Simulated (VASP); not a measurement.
Wanted: the native input for a VASP 6.6.1 run.

```
Task                   : relaxation of cell and atoms
Functional             : PBE
Potentials or basis    : VASP PAW PBE potentials, release 64 (Na_pv, Pd)
Cutoff                 : 600 eV
k mesh                 : 4 × 4 × 4
Occupations            : gaussian, width 0.1 eV
Spin                   : no spin polarisation
Dipole correction      : no
Further INCAR settings : ALGO = Fast; EDIFF = 1e-07; IBRION = 2; EDIFFG = -0.04; NSW = 90; ISIF = 3
```

The structure of Na2Pd3 lies in POSCAR:

```
Na2Pd3
1.0
    4.6418307800      0.0000000000      0.0000000000
    0.0000000000      4.6418307800      0.0000000000
    0.0000000000      0.0000000000      4.6418307800
Na Pd
2 3
Direct
    0.5000000000      0.5000000000      0.5000000000
    0.0000000000      0.0000000000      0.0000000000
    0.5000000000      0.0000000000      0.0000000000
    0.0000000000      0.5000000000      0.0000000000
    0.0000000000      0.0000000000      0.5000000000
```

The cell was built by a generator and needn't be a form met in nature.

The cell isn't the ideal one: random cell by space group and Wyckoff sites (Pm-3m, No. 221).

The input as run:

INCAR

```
SYSTEM = Na2Pd3
PREC = Accurate ; ENCUT = 600
EDIFF = 1E-7 ; ISMEAR = 0
SIGMA = 0.1 ; LREAL = .False.
LASPH = .True. ; NELM = 100
ALGO = Fast ; ISIF = 3
LWAVE = .False. ; LCHARG = .False.
GGA = PE ; IBRION = 2
NSW = 90 ; EDIFFG = -0.04
```

KPOINTS

```
Automatic mesh
0
Gamma
  4 4 4
  0 0 0
```

Potentials or basis: VASP PAW PBE potentials, release 64 (Na_pv, Pd).

Launch:

```bash
$ cat potpaw_PBE.64/Na_pv/POTCAR potpaw_PBE.64/Pd/POTCAR > POTCAR
$ mpirun -np 1 vasp_std > vasp.out
```

Results of the run:

```yaml
Relaxed_volume: 22.83 Å³/atom
Relaxed_cell: a = 4.851 Å, b = 4.851 Å, c = 4.851 Å, α = 90.00°, β = 90.00°, γ = 90.00°
Space_group_after_relaxing_to_0.05_Å: Pm-3m (No. 221)
Energy_gained_by_relaxing: 42.3 meV/atom
Ionic_steps: 3
Pressure_after_relaxing: -0.1 GPa
Band_gap_on_the_k_mesh: none (metal or under the smearing width)
```

Wall time 45 s on 1 thread of Intel(R) Xeon(R) 6975P-C (Granite Rapids), on a shared host, peak memory 0.25 GiB.
